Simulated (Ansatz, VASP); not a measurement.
# Two plane-wave programs on Si3Sn

File INCAR:

```
  ALGO = Normal
  EDIFF = 1E-7
  ENCUT = 520
  GGA = PE
  ISIF = 2
  ISMEAR = 0
  LASPH = T
  LCHARG = F
  LREAL = F
  LWAVE = F
  NBANDS = 21
  NELM = 100
  PREC = Accurate
  SIGMA = 0.1
```

Contents of KPOINTS:

```
k-points
0
Gamma
  4 4 4
```

POSCAR

```
Si3Sn
1.0
    4.1918899100      0.0000000000      0.0000000000
    0.0000000000      4.1918899100      0.0000000000
    0.0000000000      0.0000000000      4.1918899100
Si Sn
3 1
Direct
    0.0000000000      0.0000000000      0.5000000000
    0.5000000000      0.0000000000      0.0000000000
    0.0000000000      0.5000000000      0.0000000000
    0.5000000000      0.5000000000      0.5000000000
```

Input for Ansatz:

```yaml
crystal:
  lattice:
    - [4.19188991, 0.0, 0.0]
    - [0.0, 4.19188991, 0.0]
    - [0.0, 0.0, 4.19188991]
  atoms:
    - { symbol: Si, position: [0.0, 0.0, 0.5] }
    - { symbol: Si, position: [0.5, 0.0, 0.0] }
    - { symbol: Si, position: [0.0, 0.5, 0.0] }
    - { symbol: Sn, position: [0.5, 0.5, 0.5] }
basis:
  ecutwfc: 420
kpoints:
  mp_grid: { grid: [4, 4, 4] }
hamiltonian:
  xc: pbe
scf:
  occupations: { method: gaussian, width: 0.1 }
  lower_state_search: "off"
output:
  forces: true
  stress: true
  eigenvalues: true
```

Alike in both runs: task single point; functional PBE; k mesh 4 × 4 × 4; occupations gaussian, width 0.1 eV; no spin polarisation.

```csv
,VASP,Ansatz
version,VASP 6.6.1,Ansatz 0.2.0
potentials or method,"VASP PAW PBE potentials, release 64 (Si, Sn_d)","scalar-relativistic, plane waves, PAW"
plane-wave cutoff (eV),520,420
valence electrons in the cell,26,26
```

Ansatz gave:

- gap on the k mesh at the Fermi level (eV): none
- pressure (GPa): 2.6

Q: Which values does VASP return?

A: gap on the k mesh at the Fermi level (eV): none; pressure (GPa): 2.5.

A gap of «none» marks a metal or a gap that the smearing closes. The functional is the same, so the differences come from potentials, cutoffs and numerics.

Caveats: the k mesh is coarse (spacing up to 0.37 Å⁻¹), so the values aren't converged.
